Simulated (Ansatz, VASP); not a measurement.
# LiZnF3: VASP beside Ansatz, part 2 of 3

Aim: how closely do two programs agree when they are given the same cell, functional and k mesh? The cell is generated by rule, not measured, and may not be a known phase. The cell is taken from a series of runs on this material, whose earlier steps may have relaxed, scaled, displaced or heated it; both programs get it as it stands.

VASP 6.6.1 and Ansatz 0.2.0.

So far: Starting point; Ansatz: zone-centre phonons, PBEsol.

## (3) VASP: zone-centre phonons, PBEsol

Level of this step: PBEsol; plane waves and PAW (Li_sv, Zn, F); invented cell (VASP).

The same cell, functional and mesh now go to VASP, with its own data sets.

Lines of VASP's logs that name or quote its potential files are left out, and so is its time.

File INCAR:

```
SYSTEM = LiZnF3
PREC = Accurate
ENCUT = 750
EDIFF = 1E-08
NELM = 120
ISMEAR = 0
SIGMA = 0.01
LREAL = .FALSE.
ALGO = Normal
GGA = PS
NBANDS = 24
LORBIT = 11
LWAVE = .FALSE.
LCHARG = .FALSE.
ISIF = 2
IBRION = 8
LEPSILON = .TRUE.
LASPH = .TRUE.
GGA_COMPAT = .FALSE.
EFERMI = MIDGAP
KPAR = 2
```

File POSCAR:

```
LiZnF3
1.0
    3.9677040432      0.0000000000      0.0000000000
    0.0000000000      3.9677040432      0.0000000000
    0.0000000000      0.0000000000      3.9677040432
Li Zn F
1 1 3
Direct
    0.0000000000      0.0000000000      0.0000000000
    0.5000000000      0.5000000000      0.5000000000
    0.5000000000      0.5000000000      0.0000000000
    0.5000000000      0.0000000000      0.5000000000
    0.0000000000      0.5000000000      0.5000000000
```

File KPOINTS:

```
Automatic mesh
0
Gamma
8 8 8
0 0 0
```

PAW data sets: Li_sv, Zn and F (PBE family, release 64).

On the command line:

```
> mpirun -np 2 vasp_std
```

The program printed:

```text
[banner, memory and clock lines left out]
running    2 mpi-ranks, on    1 nodes
 distrk:  each k-point on    1 cores,    2 groups
 distr:  one band on    1 cores,    1 groups

 POSCAR found type information on POSCAR LiZnF
 POSCAR found :  3 types and       5 ions
|                                                                             |
|               ----> ADVICE to this user running VASP <----                  |
|                                                                             |
|     You enforced a specific xc type in the INCAR file but a different       |
|     [... a line on the potential file left out ...]
|     I HOPE YOU KNOW WHAT YOU ARE DOING!                                     |
|                                                                             |

 LDA part: xc-table for (Slater+PW92), standard interpolation
 POSCAR, INCAR and KPOINTS ok, starting setup
 FFT: planning ... GRIDC
 FFT: planning ... GRID_SOFT
 FFT: planning ... GRID
 WAVECAR not read
 entering main loop
       N       E                     dE             d eps       ncg     rms          rms(c)
DAV:   1     0.395493267177E+03    0.39549E+03   -0.22352E+04  1680   0.230E+03
DAV:   2     0.130996108726E+02   -0.38239E+03   -0.36338E+03  1952   0.506E+02
DAV:   3    -0.218578560145E+02   -0.34957E+02   -0.34755E+02  1984   0.155E+02
DAV:   4    -0.227050685573E+02   -0.84721E+00   -0.84600E+00  2416   0.223E+01
DAV:   5    -0.227137079309E+02   -0.86394E-02   -0.86384E-02  2032   0.215E+00    0.118E+01
DAV:   6    -0.210004857191E+02    0.17132E+01   -0.54302E+00  2408   0.371E+01    0.746E+00
DAV:   7    -0.210102189504E+02   -0.97332E-02   -0.73435E-01  1808   0.726E+00    0.434E+00
DAV:   8    -0.210047874120E+02    0.54315E-02   -0.15201E-01  2104   0.514E+00    0.714E-01
DAV:   9    -0.209956737791E+02    0.91136E-02   -0.66104E-02  2536   0.727E+00    0.238E-01
DAV:  10    -0.209955988503E+02    0.74929E-04   -0.91274E-03  2400   0.233E+00    0.749E-02
DAV:  11    -0.209957458654E+02   -0.14702E-03   -0.96195E-04  1856   0.260E-01    0.353E-02
DAV:  12    -0.209957426184E+02    0.32469E-05   -0.15113E-04  2464   0.248E-01    0.203E-02
DAV:  13    -0.209957362377E+02    0.63807E-05   -0.34038E-05  2536   0.139E-01    0.246E-03
DAV:  14    -0.209957364379E+02   -0.20019E-06   -0.26409E-06  2144   0.240E-02    0.475E-04
DAV:  15    -0.209957364664E+02   -0.28485E-07   -0.14388E-07  2664   0.881E-03    0.525E-04
DAV:  16    -0.209957364630E+02    0.34142E-08   -0.14597E-08  1232   0.464E-03
   1 F= -.20995736E+02 E0= -.20995736E+02  d E =0.000000E+00
 Linear response reoptimize wavefunctions to high precision
DAV:   1    -0.209957364635E+02   -0.48385E-09   -0.11223E-08  1864   0.106E-03
DAV:   2    -0.209957364635E+02   -0.27285E-10   -0.14337E-10  1032   0.918E-05
 Linear response G [H, r] |phi>, progress :
  Direction:   1
       N       E                     dE             d eps       ncg     rms
RMM:   1    -0.110084788364E+03   -0.11008E+03    0.59090E+01  2875   0.147E+02
RMM:   2    -0.109175681991E+03    0.90911E+00   -0.14607E+01  2958   0.299E+01
RMM:   3    -0.109278294421E+03   -0.10261E+00   -0.10881E+00  3388   0.639E+00
RMM:   4    -0.109302750942E+03   -0.24457E-01   -0.12217E-01  3638   0.159E+00
RMM:   5    -0.109308858895E+03   -0.61080E-02   -0.22384E-02  3770   0.580E-01
RMM:   6    -0.109310045463E+03   -0.11866E-02   -0.42946E-03  3812   0.244E-01
RMM:   7    -0.109310275917E+03   -0.23045E-03   -0.92413E-04  3735   0.109E-01
RMM:   8    -0.109310324953E+03   -0.49036E-04    0.33127E-04  3493   0.501E-02
RMM:   9    -0.109310336067E+03   -0.11114E-04   -0.14442E-04  3417   0.241E-02
RMM:  10    -0.109310338848E+03   -0.27811E-05   -0.23874E-04  3350   0.118E-02
RMM:  11    -0.109310339629E+03   -0.78097E-06   -0.14656E-04  3267   0.588E-03
RMM:  12    -0.109310339758E+03   -0.12836E-06   -0.25077E-05  3221   0.308E-03
RMM:  13    -0.109310339989E+03   -0.23136E-06    0.14696E-04  3220   0.167E-03
RMM:  14    -0.109310339975E+03    0.13934E-07    0.52224E-05  3152   0.977E-04
RMM:  15    -0.109310339999E+03   -0.23856E-07    0.65450E-05  3071   0.623E-04
RMM:  16    -0.109310339989E+03    0.96386E-08    0.84152E-05  2919   0.452E-04
RMM:  17    -0.109310339976E+03    0.13480E-07    0.14871E-05  2730   0.368E-04
RMM:  18    -0.109310339986E+03   -0.10370E-07    0.30911E-05  2511   0.327E-04
RMM:  19    -0.109310339999E+03   -0.12341E-07    0.14514E-05  2316   0.308E-04
RMM:  20    -0.109310340008E+03   -0.90008E-08    0.19845E-05  2199   0.300E-04
RMM:  21    -0.109310339963E+03    0.44322E-07    0.49457E-06  2112   0.297E-04
RMM:  22    -0.109310340005E+03   -0.41419E-07    0.17541E-05  2033   0.295E-04
 Linear response G [H, r] |phi>, progress :
  Direction:   2
       N       E                     dE             d eps       ncg     rms
[...]
RMM:   5    -0.236437729208E+00   -0.28754E-02   -0.97668E-04  7312   0.197E-01    0.163E-02
RMM:   6    -0.236443189884E+00   -0.54607E-05   -0.21044E-04  7475   0.674E-02    0.339E-03
RMM:   7    -0.236533627771E+00   -0.90438E-04   -0.51747E-05  7659   0.276E-02    0.894E-04
RMM:   8    -0.236566915575E+00   -0.33288E-04   -0.11834E-05  7717   0.131E-02    0.530E-04
RMM:   9    -0.236554456467E+00    0.12459E-04   -0.37864E-06  7928   0.623E-03    0.235E-04
[...]
RMM:   7    -0.148662555801E+00    0.90025E-06   -0.71735E-06  7968   0.949E-03    0.185E-04
RMM:   8    -0.148673498759E+00   -0.10943E-04   -0.49428E-06  8005   0.673E-03    0.634E-05
RMM:   9    -0.148672258865E+00    0.12399E-05   -0.38215E-06  8061   0.511E-03    0.613E-05
RMM:  10    -0.148673320305E+00   -0.10614E-05   -0.28780E-06  7791   0.420E-03    0.241E-05
RMM:  11    -0.148673459639E+00   -0.13933E-06   -0.24930E-06  8000   0.352E-03    0.821E-06
RMM:  12    -0.148673752194E+00   -0.29256E-06   -0.19918E-06  8096   0.301E-03    0.109E-05
RMM:  13    -0.148673345170E+00    0.40702E-06   -0.16566E-06  7695   0.262E-03    0.242E-05
RMM:  14    -0.148674018173E+00   -0.67300E-06   -0.13419E-06  7336   0.230E-03    0.172E-05
RMM:  15    -0.148674359204E+00   -0.34103E-06   -0.11298E-06  7661   0.201E-03    0.143E-05
RMM:  16    -0.148674412255E+00   -0.53051E-07   -0.88593E-07  7574   0.176E-03    0.170E-05
RMM:  17    -0.148674583970E+00   -0.17172E-06   -0.75920E-07  7261   0.155E-03    0.175E-05
RMM:  18    -0.148674623580E+00   -0.39610E-07   -0.59236E-07  6870   0.136E-03    0.196E-05
RMM:  19    -0.148674642284E+00   -0.18704E-07   -0.50864E-07  6099   0.120E-03    0.216E-05
RMM:  20    -0.148674642115E+00    0.16865E-09   -0.40249E-07  5720   0.106E-03    0.236E-05
RMM:  21    -0.148674644953E+00   -0.28382E-08   -0.35467E-07  5176   0.940E-04    0.254E-05
RMM:  22    -0.148674702645E+00   -0.57692E-07   -0.27574E-07  6580   0.835E-04    0.261E-05
RMM:  23    -0.148674738040E+00   -0.35395E-07   -0.24588E-07  6344   0.739E-04    0.268E-05
 first order change of Fermi-energy   0.24628E-05
 force on displaced ion       1 direction 1 :   0.905   0.000   0.000
 Born effective charge ion    1 direction 1 :   1.206   0.000   0.000
 Linear response progress:
  Degree of freedom:   2/  4
       N       E                     dE             d eps       ncg     rms          rms(c)
RMM:   1    -0.214122965327E+00   -0.21412E+00    0.13409E-02  5892   0.312E+00
RMM:   2    -0.213004305958E+00    0.11187E-02   -0.78349E-03  5565   0.840E-01    0.123E-01
RMM:   3    -0.212752767471E+00    0.25154E-03   -0.12277E-03  6664   0.173E-01    0.724E-02
RMM:   4    -0.212013802477E+00    0.73896E-03   -0.11037E-04  6618   0.669E-02    0.724E-03
RMM:   5    -0.211941970257E+00    0.71832E-04   -0.83837E-06  7279   0.139E-02    0.288E-03
RMM:   6    -0.211909422040E+00    0.32548E-04   -0.15795E-06  7082   0.677E-03    0.577E-04
RMM:   7    -0.211911587401E+00   -0.21654E-05   -0.28138E-07  7452   0.247E-03    0.110E-04
RMM:   8    -0.211910904321E+00    0.68308E-06   -0.44035E-08  7540   0.104E-03    0.523E-05
RMM:   9    -0.211911391512E+00   -0.48719E-06   -0.29381E-08  7737   0.461E-04    0.301E-05
RMM:  10    -0.211911373238E+00    0.18274E-07    0.40934E-08  7938   0.213E-04    0.806E-06
RMM:  11    -0.211911315491E+00    0.57747E-07    0.95211E-09  7938   0.105E-04    0.211E-06
RMM:  12    -0.211911310277E+00    0.52139E-08    0.14406E-08  7897   0.530E-05    0.689E-07
 first order change of Fermi-energy   0.12600E-04
 force on displaced ion       2 direction 1 : -10.621  -0.000   0.000
 Born effective charge ion    2 direction 1 :   2.191   0.000   0.000
 Linear response progress:
  Degree of freedom:   3/  4
       N       E                     dE             d eps       ncg     rms          rms(c)
RMM:   1    -0.539507869000E+00   -0.53951E+00    0.80277E-01 11982   0.400E+00
RMM:   2    -0.534890166558E+00    0.46177E-02   -0.10101E-02 10212   0.769E-01    0.824E-02
RMM:   3    -0.536113756004E+00   -0.12236E-02   -0.89912E-04 10991   0.173E-01    0.465E-02
RMM:   4    -0.537607411156E+00   -0.14937E-02   -0.25947E-04 10548   0.863E-02    0.943E-03
RMM:   5    -0.537745469753E+00   -0.13806E-03   -0.35990E-05 12148   0.282E-02    0.337E-03
RMM:   6    -0.537623724203E+00    0.12175E-03   -0.67992E-06 12163   0.118E-02    0.897E-04
RMM:   7    -0.537642644875E+00   -0.18921E-04   -0.12549E-06 12741   0.455E-03    0.245E-04
RMM:   8    -0.537644531956E+00   -0.18871E-05   -0.24372E-07 13146   0.205E-03    0.960E-05
RMM:   9    -0.537643228714E+00    0.13032E-05   -0.45304E-08 13308   0.869E-04    0.482E-05
RMM:  10    -0.537643427535E+00   -0.19882E-06   -0.39181E-08 13525   0.374E-04    0.977E-06
RMM:  11    -0.537643485833E+00   -0.58298E-07   -0.59029E-08 13688   0.170E-04    0.294E-06
RMM:  12    -0.537643474015E+00    0.11819E-07    0.14780E-08 13356   0.822E-05    0.221E-06
RMM:  13    -0.537643450849E+00    0.23165E-07    0.11736E-08 13250   0.427E-05    0.850E-07
RMM:  14    -0.537643448636E+00    0.22132E-08    0.16004E-08 11863   0.244E-05    0.371E-07
 first order change of Fermi-energy   0.14169E-03
 force on displaced ion       3 direction 1 :  -0.384   0.000   0.000
 Born effective charge ion    3 direction 1 :  -0.863   0.000   0.000
 Linear response progress:
  Degree of freedom:   4/  4
       N       E                     dE             d eps       ncg     rms          rms(c)
RMM:   1    -0.537847838526E+00   -0.53785E+00    0.10153E+00  7142   0.429E+00
RMM:   2    -0.532376946772E+00    0.54709E-02   -0.11162E-02  5582   0.954E-01    0.133E-01
RMM:   3    -0.533741720061E+00   -0.13648E-02   -0.13190E-03  6594   0.227E-01    0.731E-02
RMM:   4    -0.535069253458E+00   -0.13275E-02   -0.35357E-04  6444   0.101E-01    0.143E-02
RMM:   5    -0.535171671252E+00   -0.10242E-03   -0.45416E-05  7318   0.296E-02    0.378E-03
RMM:   6    -0.535115816716E+00    0.55855E-04   -0.89564E-06  7248   0.113E-02    0.452E-04
RMM:   7    -0.535121695110E+00   -0.58784E-05   -0.15099E-06  7658   0.399E-03    0.217E-04
RMM:   8    -0.535118306680E+00    0.33884E-05   -0.28508E-07  7657   0.183E-03    0.740E-05
RMM:   9    -0.535119352288E+00   -0.10456E-05   -0.91028E-08  7717   0.806E-04    0.210E-05
RMM:  10    -0.535119283853E+00    0.68436E-07    0.40902E-08  8025   0.382E-04    0.566E-06
RMM:  11    -0.535119103386E+00    0.18047E-06   -0.32706E-08  7791   0.181E-04    0.222E-06
RMM:  12    -0.535119147661E+00   -0.44275E-07    0.10561E-08  7651   0.904E-05    0.933E-07
RMM:  13    -0.535119129887E+00    0.17774E-07   -0.80584E-10  7164   0.487E-05    0.462E-07
RMM:  14    -0.535119123498E+00    0.63892E-08    0.13565E-08  6558   0.294E-05    0.277E-07
 first order change of Fermi-energy  -0.26649E-03
 force on displaced ion       3 direction 3 :  -0.000   0.000 -14.938
 Born effective charge ion    3 direction 3 :   0.000   0.000  -1.669
 Born effective charges drift removed
 Linear response finished
```

(Part 2 of 3 ends here.)

[Lines on the potential files, build, host, timing and source positions are cut from VASP's logs without a mark.]

[Logs are printed without paths, hosts, clocks, repeated set-up lines and the standing remarks that a program may print on its own settings, such as how far it seeks lower states.]

[Hosts, paths, dates, database ids (printed as entryN), source tags and the programs' standing remarks are cut or masked in the printed files.]
